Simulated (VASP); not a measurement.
Given:

```
CELL_PARAMETERS angstrom
      0.00000     3.03469     3.03469
      3.03469     0.00000     3.03469
      3.03469     3.03469     0.00000
ATOMIC_POSITIONS crystal
  Pb 0.00000 0.00000 0.00000
  Se 0.50000 0.50000 0.50000
```

These are PBE GGA with D4 dispersion, VASP's PBE PAW potentials (set 64) (plane waves; VASP 6.6.1) values and carry that method's errors. Settings: 520 eV cut-off, 8×8×8 Γ-centred mesh, Gaussian smearing of 0.050 eV, potentials Pb_d Se.

Give the stress tensor in GPa (positive for a compressed cell).

```
1.72  0.00  0.00
0.00  1.72  0.00
0.00  0.00  1.72
```
The pressure is its mean diagonal, 1.72 GPa.

The compound is PbSe in the rock salt structure. This cell is one point of a volume scan, at 0.97 of the reference volume.
